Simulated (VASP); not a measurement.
BP (zinc blende): the mBJ gap over mesh and path against the volume, with the cell scaled uniformly; LDA's own equilibrium is at 11.312 Å³/atom. VASP (PAW), 520 eV cut-off, 11×11×11 Γ-centred mesh, Gaussian smearing of 0.050 eV, potentials B P. mBJ is a potential without an energy functional, so only the levels count. Fit the value as a straight line in ln V.

```tsv
V (Å³/atom)	mBJ gap over mesh and path (eV)
9.955	1.810
10.294	1.872
10.634	1.930
10.973	1.984
11.312	2.035
11.652	2.077
```

### Question
Fit the rows as the text says and predict the value at 11.991.

### Answer
The slope against ln V is 1.71 eV, the volume deformation potential of this gap. The line misses the rows by up to 0.006 and gives 2.132 at 11.991. The run gave 2.116, -0.016 from the line.

Left out are failed runs and those whose mesh is unfit for this quantity.

The compound is BP in the zinc blende structure.
